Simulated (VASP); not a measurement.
# Rhodium: cell size and functional

How much does the relaxed cell of Rhodium depend on the functional? The starting structure is a measured crystal structure from the Crystallography Open Database. The first relaxation on each setting starts from this cell expanded by 3 % in volume.

Calculated with VASP 6.6.1; Kohn-Sham DFT with plane waves and PAW; PBEsol, LDA, PBE, PBEsol + D3(BJ), r2SCAN, r2SCAN + rVV10, optB86b-vdW and PBEsol + D4.

### Step 1. Starting point

It takes space group Fm-3m (No. 225, cubic). The conventional cell has a = 3.803 Å, b = 3.803 Å, c = 3.803 Å, α = 90.00°, β = 90.00°, γ = 90.00°. Rh has 12 Rh at 2.69 Å nearest.

As a file:

```cif
data_structure
_symmetry_space_group_name_H-M 'Fm-3m'
_symmetry_Int_Tables_number 225
_cell_length_a 3.8031
_cell_length_b 3.8031
_cell_length_c 3.8031
_cell_angle_alpha 90.000
_cell_angle_beta 90.000
_cell_angle_gamma 90.000
_cell_volume 55.01
loop_
_atom_site_label
_atom_site_type_symbol
_atom_site_symmetry_multiplicity
_atom_site_Wyckoff_symbol
_atom_site_fract_x
_atom_site_fract_y
_atom_site_fract_z
_atom_site_occupancy
Rh1 Rh 4 a 0.00000 0.00000 0.00000 1
```

### Step 2. Relaxation with PBEsol

PBEsol restores the gradient expansion of exchange and is tuned for the cells of solids. This run starts from the cell of an earlier relaxation, which isn't shown; the restart sets up the plane waves anew.

File INCAR:

```
SYSTEM = Rh
PREC = Accurate
ENCUT = 450
EDIFF = 1E-06
NELM = 100
ISMEAR = 1
SIGMA = 0.15
LREAL = .FALSE.
ALGO = Normal
GGA = PS
NBANDS = 13
LASPH = .TRUE.
LORBIT = 11
LWAVE = .FALSE.
LCHARG = .FALSE.
KPAR = 8
IBRION = 2
NSW = 50
ISIF = 3
EDIFFG = -0.006
```

File POSCAR:

```
Rh
1.0
    0.0000000000      1.8897953327      1.8897953327
    1.8897953327      0.0000000000      1.8897953327
    1.8897953327      1.8897953327      0.0000000000
Rh
1
Direct
    0.0000000000      0.0000000000      0.0000000000
```

File KPOINTS:

```
Automatic mesh
0
Gamma
20 20 20
0 0 0
```

Potentials, in the order of the species: Rh_pv (PBE family, release 64).

The run is started by

```bash
$ mpirun -np 8 vasp_std
```

Log:

```text
[banner, memory and clock lines left out]
running    8 mpi-ranks, on    1 nodes
 distrk:  each k-point on    1 cores,    8 groups
 distr:  one band on    1 cores,    1 groups

 POSCAR found type information on POSCAR Rh
 POSCAR found :  1 types and       1 ions
|                                                                             |
|           W    W    AA    RRRRR   N    N  II  N    N   GGGG   !!!           |
|           W    W   A  A   R    R  NN   N  II  NN   N  G    G  !!!           |
|           W    W  A    A  R    R  N N  N  II  N N  N  G       !!!           |
|           W WW W  AAAAAA  RRRRR   N  N N  II  N  N N  G  GGG   !            |
|           WW  WW  A    A  R   R   N   NN  II  N   NN  G    G                |
|           W    W  A    A  R    R  N    N  II  N    N   GGGG   !!!           |
|                                                                             |
|     For optimal performance we recommend to set                             |
|       NCORE = 2 up to number-of-cores-per-socket                            |
|     NCORE specifies how many cores store one orbital (NPAR=cpu/NCORE).      |
|     This setting can greatly improve the performance of VASP for DFT.       |
|     The default, NCORE=1 might be grossly inefficient on modern             |
|     multi-core architectures or massively parallel machines. Do your        |
|     Unfortunately you need to use the default for GW and RPA                |
|     calculations (for HF NCORE is supported but not extensively tested      |
|     yet).                                                                   |
|                                                                             |

|                                                                             |
|               ----> ADVICE to this user running VASP <----                  |
|                                                                             |
|     You enforced a specific xc type in the INCAR file but a different       |
|     [... a line on the potential file left out ...]
|     I HOPE YOU KNOW WHAT YOU ARE DOING!                                     |
|                                                                             |

 LDA part: xc-table for (Slater+PW92), standard interpolation
 POSCAR, INCAR and KPOINTS ok, starting setup
 FFT: planning ... GRIDC
 FFT: planning ... GRID_SOFT
 FFT: planning ... GRID
 WAVECAR not read
 entering main loop
       N       E                     dE             d eps       ncg     rms          rms(c)
DAV:   1     0.108931863337E+03    0.10893E+03   -0.82908E+03  6687   0.111E+03
DAV:   2    -0.737780555112E+01   -0.11631E+03   -0.11113E+03  7111   0.336E+02
DAV:   3    -0.876450449723E+01   -0.13867E+01   -0.13841E+01  7911   0.410E+01
DAV:   4    -0.877103687323E+01   -0.65324E-02   -0.65314E-02  7719   0.290E+00
DAV:   5    -0.877111509263E+01   -0.78219E-04   -0.78208E-04  8071   0.285E-01    0.115E+01
DAV:   6    -0.815933189684E+01    0.61178E+00   -0.10277E+00  7816   0.149E+01    0.381E+00
DAV:   7    -0.814336350868E+01    0.15968E-01   -0.10694E-01  8026   0.260E+00    0.154E+00
DAV:   8    -0.813881239039E+01    0.45511E-02   -0.10288E-02  7466   0.146E+00    0.137E-01
DAV:   9    -0.813839878584E+01    0.41360E-03   -0.95432E-04  8016   0.446E-01    0.207E-02
DAV:  10    -0.813840339290E+01   -0.46071E-05   -0.95312E-06  7774   0.391E-02    0.728E-03
DAV:  11    -0.813840333241E+01    0.60484E-07   -0.14852E-06  6843   0.149E-02
   1 F= -.81384033E+01 E0= -.81387182E+01  d E =-.813840E+01
 curvature:   0.00 expect dE= 0.000E+00 dE for cont linesearch  0.000E+00
 trial: gam= 0.00000 g(F)=  0.352E-63 g(S)=  0.363E-04 ort = 0.000E+00 (trialstep = 0.100E+01)
 search vector abs. value=  0.363E-04
 bond charge predicted
       N       E                     dE             d eps       ncg     rms          rms(c)
DAV:   1    -0.813996929288E+01   -0.15659E-02   -0.20974E-02  6856   0.217E+00    0.294E-01
DAV:   2    -0.813837578431E+01    0.15935E-02   -0.32460E-03  6871   0.797E-01    0.478E-02
DAV:   3    -0.813836525285E+01    0.10531E-04   -0.40686E-05  7571   0.793E-02    0.272E-02
DAV:   4    -0.813837276444E+01   -0.75116E-05   -0.11001E-05  7066   0.391E-02    0.210E-03
DAV:   5    -0.813837249326E+01    0.27118E-06   -0.21944E-07  4798   0.684E-03
   2 F= -.81383725E+01 E0= -.81386845E+01  d E =0.308392E-04
 trial-energy change:    0.000031  1 .order    0.000031   -0.000036    0.000097
 step:   0.2716(harm=  0.2716)  dis= 0.00000  next Energy=    -8.138408 (dE=-0.493E-05)
 bond charge predicted
       N       E                     dE             d eps       ncg     rms          rms(c)
DAV:   1    -0.813925835891E+01   -0.88559E-03   -0.11143E-02  6846   0.158E+00    0.212E-01
DAV:   2    -0.813841690657E+01    0.84145E-03   -0.17315E-03  6841   0.582E-01    0.355E-02
DAV:   3    -0.813840881914E+01    0.80874E-05   -0.20766E-05  7516   0.566E-02    0.200E-02
DAV:   4    -0.813840772451E+01    0.10946E-05   -0.57530E-06  6996   0.282E-02    0.147E-03
DAV:   5    -0.813840782513E+01   -0.10062E-06   -0.10618E-07  4223   0.474E-03
   3 F= -.81384078E+01 E0= -.81387219E+01  d E =-.449272E-05
 curvature:  -0.14 expect dE=-0.343E-07 dE for cont linesearch -0.343E-07
 trial: gam= 0.00000 g(F)=  0.103E-63 g(S)=  0.252E-06 ort =-0.303E-05 (trialstep = 0.854E+00)
 search vector abs. value=  0.252E-06
 reached required accuracy - stopping structural energy minimisation
```

It took 8.2 s on 8 MPI ranks of Intel Xeon 6975P-C (Granite Rapids), shared host; peak memory 1.1 GiB.

Lines that name or quote the potential files are left out of all logs, and their timing lines are given in words.

From OUTCAR (step 2):

```text
ion  position               nearest neighbor table
   1  0.000  0.000  0.000-

  LATTYP: Found a face centered cubic cell.
 ALAT       =     3.7795906654

 Subroutine GETGRP returns: Found 48 space group operations
 (whereof 48 operations were pure point group operations)

The static configuration has the point symmetry O_h .

 Found    256 irreducible k-points:

   k-points           NKPTS =    256   k-points in BZ     NKDIM =    256   number of bands    NBANDS=     13

   dimension x,y,z NGX =    18 NGY =   18 NGZ =   18
   dimension x,y,z NGXF=    36 NGYF=   36 NGZF=   36

   ENCUT  =  450.0 eV  33.07 Ry    5.75 a.u.   4.62  4.62  4.62*2*pi/ulx,y,z

   NELECT =      15.0000    total number of electrons

 k-points in reciprocal lattice and weights: Automatic mesh
   0.00000000  0.00000000  0.00000000       0.000
   0.05000000  0.00000000  0.00000000       0.001
   0.10000000  0.00000000  0.00000000       0.001
   0.15000000  0.00000000  0.00000000       0.001
   0.20000000  0.00000000  0.00000000       0.001
   0.25000000  0.00000000  0.00000000       0.001
   0.30000000  0.00000000  0.00000000       0.001
   0.35000000  0.00000000  0.00000000       0.001
   0.40000000  0.00000000  0.00000000       0.001
[...]
-0.30000000  0.50000000  0.20000000       0.002
  -0.25000000  0.50000000  0.25000000       0.001

 average (electrostatic) potential at core
       1 -70.4337

 E-fermi :  12.1119

 k-point     1 :       0.0000    0.0000    0.0000
  band No.  band energies     occupation
    ...
      5       8.9195      2.00000
      6       8.9195      2.00000
      7       8.9195      2.00000
      8      11.0976      2.00000
      9      11.0976      2.00000
     10      28.0254      0.00000
     11      32.4268      0.00000
     12      33.5862      0.00000
     13      33.5862      0.00000

 k-point     2 :       0.0500    0.0000    0.0000
  band No.  band energies     occupation
    ...
      5       8.8721      2.00000
      6       8.9606      2.00000
      7       8.9606      2.00000
      8      11.0738      2.00000
      9      11.0738      2.00000
     10      28.1792      0.00000
     11      32.4242      0.00000
     12      33.0052      0.00000
     13      33.7394      0.00000

 k-point     3 :       0.1000    0.0000    0.0000
  band No.  band energies     occupation
    ...
      5       8.7489      2.00000
      6       9.0714      2.00000
      7       9.0714      2.00000
      8      11.0181      2.00000
      9      11.0181      2.00000
     10      28.6027      0.00000
     11      31.7334      0.00000
     12      32.4315      0.00000
     13      34.1871      0.00000

  Total        0.0013204      0.0013204      0.0013204     -0.0000000     -0.0000000      0.0000000
  in kB        0.1568197      0.1568197      0.1568197     -0.0000000     -0.0000000      0.0000000
  external PRESSURE =       0.1568197 kB  Pullay stress =       0.0000000 kB

  energy-cutoff  :      450.00
  volume of cell :       13.49
      direct lattice vectors                 reciprocal lattice vectors
     0.000000000  1.889403017  1.889403017    -0.264633853  0.264633853  0.264633853
     1.889403017 -0.000000000  1.889403017     0.264633853 -0.264633853  0.264633853
     1.889403017  1.889403017 -0.000000000     0.264633853  0.264633853 -0.264633853

 POSITION                                       TOTAL-FORCE (eV/Angst)
 -----------------------------------------------------------------------------------
      0.00000      0.00000      0.00000         0.000000      0.000000     -0.000000
 -----------------------------------------------------------------------------------
    total drift:                                0.000000      0.000000      0.000000

  FREE ENERGIE OF THE ION-ELECTRON SYSTEM (eV)
  ---------------------------------------------------
  free  energy   TOTEN  =        -8.1384078251 eV

  energy  without entropy=       -8.1393500535  energy(sigma->0) =       -8.13872190

 reached required accuracy - stopping structural energy minimisation

 total charge
# of ion       s       p       d       tot
------------------------------------------
    1        0.417   6.317   7.076  13.810

[... 3 further parts left out ...]
```

CONTCAR:

```
Rh
   1.00000000000000
     0.0000000000000000    1.8894030174984489    1.8894030174984489
     1.8894030174984489   -0.0000000000000000    1.8894030174984489
     1.8894030174984489    1.8894030174984489   -0.0000000000000000
  Rh
     1
Direct
     0.0000000000000000    0.0000000000000000    0.0000000000000000
```

This run has no spin polarisation. Its electron count is odd, so without a moment it is a metal by construction. The PAW data sets were made with PBE, which is usual practice but a small mismatch for other functionals. The run keeps the 48 symmetry operations of its start, so it cannot find a distortion of lower symmetry.

With PBEsol the relaxed cell holds 13.490 Å³ an atom, -1.90 % against the measured cell, with a = 3.779 Å. Pressures at 0.985 and 1.015 times this volume, from two more relaxations that aren't shown, give a bulk modulus of 297.2 GPa.

### Step 3. Relaxation with LDA

LDA, the lowest rung, knows the local density alone. This run starts from the cell of an earlier relaxation, which isn't shown; the restart sets up the plane waves anew.

Changes to INCAR since step 2:

```diff
@@ -9,3 +9,3 @@
 ALGO = Normal
-GGA = PS
+GGA = CA
 NBANDS = 13
```

File POSCAR:

```
Rh
1.0
    0.0000000000      1.8787170135      1.8787170135
    1.8787170135      0.0000000000      1.8787170135
    1.8787170135      1.8787170135      0.0000000000
Rh
1
Direct
    0.0000000000      0.0000000000      0.0000000000
```

KPOINTS is that of step 2.

The projector-augmented-wave data sets are Rh_pv (LDA family, release 64).

The run is started by

```bash
$ mpirun -np 8 vasp_std
```

Log:

```text
[banner, memory and clock lines left out]
running    8 mpi-ranks, on    1 nodes
[...]
[... a notice as in an earlier step ...]

 LDA part: xc-table for (Slater(with rela. corr.)+CA(PZ))
 , standard interpolation
 POSCAR, INCAR and KPOINTS ok, starting setup
[...]
entering main loop
       N       E                     dE             d eps       ncg     rms          rms(c)
DAV:   1     0.107283900179E+03    0.10728E+03   -0.82625E+03  6685   0.112E+03
DAV:   2    -0.789059548098E+01   -0.11517E+03   -0.11025E+03  7091   0.336E+02
DAV:   3    -0.924602973204E+01   -0.13554E+01   -0.13529E+01  7891   0.408E+01
DAV:   4    -0.925206292738E+01   -0.60332E-02   -0.60324E-02  7721   0.280E+00
[...]
DAV:   9    -0.868420474970E+01    0.19496E-03   -0.50309E-04  7881   0.329E-01    0.280E-02
DAV:  10    -0.868421181227E+01   -0.70626E-05   -0.38969E-06  7716   0.218E-02    0.963E-03
DAV:  11    -0.868421095515E+01    0.85712E-06   -0.20415E-06  7315   0.198E-02
   1 F= -.86842110E+01 E0= -.86844966E+01  d E =-.868421E+01
[...]
DAV:   2    -0.868417466833E+01    0.28449E-02   -0.58810E-03  6761   0.108E+00    0.649E-02
DAV:   3    -0.868414696506E+01    0.27703E-04   -0.72755E-05  7276   0.107E-01    0.366E-02
DAV:   4    -0.868415043067E+01   -0.34656E-05   -0.19058E-05  6886   0.494E-02    0.252E-03
DAV:   5    -0.868415032083E+01    0.10984E-06   -0.35287E-07  5243   0.871E-03
   2 F= -.86841503E+01 E0= -.86844321E+01  d E =0.606343E-04
 trial-energy change:    0.000061  1 .order    0.000059   -0.000066    0.000184
 step:   0.2637(harm=  0.2637)  dis= 0.00000  next Energy=    -8.684220 (dE=-0.868E-05)
[...]
N       E                     dE             d eps       ncg     rms          rms(c)
DAV:   1    -0.868577865079E+01   -0.16282E-02   -0.20770E-02  6736   0.218E+00    0.288E-01
DAV:   2    -0.868423177430E+01    0.15469E-02   -0.32136E-03  6726   0.797E-01    0.491E-02
DAV:   3    -0.868421783938E+01    0.13935E-04   -0.37788E-05  7246   0.770E-02    0.275E-02
DAV:   4    -0.868421966311E+01   -0.18237E-05   -0.10098E-05  6851   0.359E-02    0.176E-03
DAV:   5    -0.868421963141E+01    0.31705E-07   -0.17396E-07  4603   0.608E-03
   3 F= -.86842196E+01 E0= -.86845042E+01  d E =-.867626E-05
[...]
reached required accuracy - stopping structural energy minimisation
```

Elapsed: 6.8 s, on 8 MPI ranks; peak memory 1.1 GiB.

From OUTCAR (step 3):

```text
  Total        0.0012348      0.0012348      0.0012348      0.0000000      0.0000000      0.0000000
  in kB        0.1492932      0.1492932      0.1492932      0.0000000      0.0000000      0.0000000
  external PRESSURE =       0.1492932 kB  Pullay stress =       0.0000000 kB

 POSITION                                       TOTAL-FORCE (eV/Angst)
 -----------------------------------------------------------------------------------
      0.00000      0.00000     -0.00000         0.000000      0.000000     -0.000000
 -----------------------------------------------------------------------------------
    total drift:                                0.000000      0.000000      0.000000

  FREE ENERGIE OF THE ION-ELECTRON SYSTEM (eV)
  ---------------------------------------------------
  free  energy   TOTEN  =        -8.6842196314 eV

  energy  without entropy=       -8.6850732720  energy(sigma->0) =       -8.68450418

[... 2 parts as in an earlier step ...]

[... 2 further parts left out ...]
[key lines of the parts left out:]
E-fermi :  12.4106
```

With LDA the relaxed cell holds 13.251 Å³ an atom, -3.64 % against the measured cell, with a = 3.756 Å. That is -1.77 % from PBEsol. Pressures at 0.985 and 1.015 times this volume, from two more relaxations that aren't shown, give a bulk modulus of 318.0 GPa.

### Step 4. Relaxation with PBE

PBE, the usual starting point, adds the gradient of the density.

Changes to INCAR since step 3:

```diff
@@ -9,3 +9,3 @@
 ALGO = Normal
-GGA = CA
+GGA = PE
 NBANDS = 13
```

File POSCAR:

```
Rh
1.0
    0.0000000000      1.9203784522      1.9203784522
    1.9203784522      0.0000000000      1.9203784522
    1.9203784522      1.9203784522      0.0000000000
Rh
1
Direct
    0.0000000000      0.0000000000      0.0000000000
```

KPOINTS is that of step 3.

The projector-augmented-wave data sets are Rh_pv (PBE family, release 64).

The run is started by

```bash
$ mpirun -np 8 vasp_std
```

Log:

```text
[banner, memory and clock lines left out]
running    8 mpi-ranks, on    1 nodes
[...]
[... a notice as in an earlier step ...]

 LDA part: xc-table for (Slater+PW92), standard interpolation
 POSCAR, INCAR and KPOINTS ok, starting setup
[...]
entering main loop
       N       E                     dE             d eps       ncg     rms          rms(c)
DAV:   1     0.109699008671E+03    0.10970E+03   -0.83144E+03  6696   0.111E+03
DAV:   2    -0.634686362599E+01   -0.11605E+03   -0.11117E+03  7151   0.333E+02
DAV:   3    -0.775528603870E+01   -0.14084E+01   -0.14055E+01  7861   0.410E+01
DAV:   4    -0.776213834151E+01   -0.68523E-02   -0.68516E-02  7762   0.296E+00
[...]
DAV:  10    -0.725829484666E+01   -0.77424E-06   -0.12891E-05  7791   0.470E-02    0.919E-03
DAV:  11    -0.725829267899E+01    0.21677E-05   -0.43505E-07  5635   0.742E-03    0.266E-04
DAV:  12    -0.725829271128E+01   -0.32287E-07   -0.22628E-08  5158   0.186E-03
   1 F= -.72582927E+01 E0= -.72587108E+01  d E =-.725829E+01
[...]
DAV:   5    -0.725415322040E+01   -0.12311E-04   -0.27441E-05  8461   0.650E-02    0.176E-02
DAV:   6    -0.725413578244E+01    0.17438E-04   -0.35937E-06  7011   0.261E-02    0.138E-03
DAV:   7    -0.725413608342E+01   -0.30098E-06   -0.44431E-08  4258   0.285E-03
   2 F= -.72541361E+01 E0= -.72545084E+01  d E =0.415663E-02
 trial-energy change:    0.004157  1 .order    0.004339   -0.006168    0.014847
 step:   0.3046(harm=  0.2935)  dis= 0.00000  next Energy=    -7.259237 (dE=-0.944E-03)
[...]
N       E                     dE             d eps       ncg     rms          rms(c)
DAV:   1    -0.739494160404E+01   -0.14081E+00   -0.17687E+00  6846   0.200E+01    0.251E+00
DAV:   2    -0.725957567561E+01    0.13537E+00   -0.28287E-01  6726   0.737E+00    0.530E-01
DAV:   3    -0.725891936247E+01    0.65631E-03   -0.29170E-03  7556   0.653E-01    0.301E-01
DAV:   4    -0.725923099942E+01   -0.31164E-03   -0.83143E-04  7026   0.352E-01    0.231E-02
DAV:   5    -0.725924133673E+01   -0.10337E-04   -0.16556E-05  8471   0.524E-02    0.141E-02
DAV:   6    -0.725924161938E+01   -0.28265E-06   -0.13557E-06  5852   0.161E-02
   3 F= -.72592416E+01 E0= -.72596455E+01  d E =-.948908E-03
[...]
reached required accuracy - stopping structural energy minimisation
```

It took 10 s on 8 MPI ranks; peak memory 1.2 GiB; 75 s of CPU time.

Parts of OUTCAR (step 4):

```text
  Total       -0.0009397     -0.0009397     -0.0009397     -0.0000000      0.0000000     -0.0000000
  in kB       -0.1072617     -0.1072617     -0.1072617     -0.0000000      0.0000000     -0.0000000
  external PRESSURE =      -0.1072617 kB  Pullay stress =       0.0000000 kB

 POSITION                                       TOTAL-FORCE (eV/Angst)
 -----------------------------------------------------------------------------------
      0.00000      0.00000      0.00000         0.000000     -0.000000      0.000000
 -----------------------------------------------------------------------------------
    total drift:                                0.000000      0.000000      0.000000

  FREE ENERGIE OF THE ION-ELECTRON SYSTEM (eV)
  ---------------------------------------------------
  free  energy   TOTEN  =        -7.2592416194 eV

  energy  without entropy=       -7.2604532089  energy(sigma->0) =       -7.25964548

[... 2 parts as in an earlier step ...]

[... 2 further parts left out ...]
[key lines of the parts left out:]
E-fermi :  11.5307
```

With PBE the relaxed cell holds 14.036 Å³ an atom, +2.07 % against the measured cell, with a = 3.829 Å. That is +4.05 % from PBEsol. Pressures at 0.985 and 1.015 times this volume, from two more relaxations that aren't shown, give a bulk modulus of 258.7 GPa.

(Continued in part 2 of 2.)

[Lines on the potential files, build, host, timing and source positions are cut from VASP's logs without a mark.]

[Logs are printed without paths, hosts, clocks, repeated set-up lines and the standing remarks that a program may print on its own settings, such as how far it seeks lower states.]

[Hosts, paths, dates, database ids (printed as entryN), source tags and the programs' standing remarks are cut or masked in the printed files.]
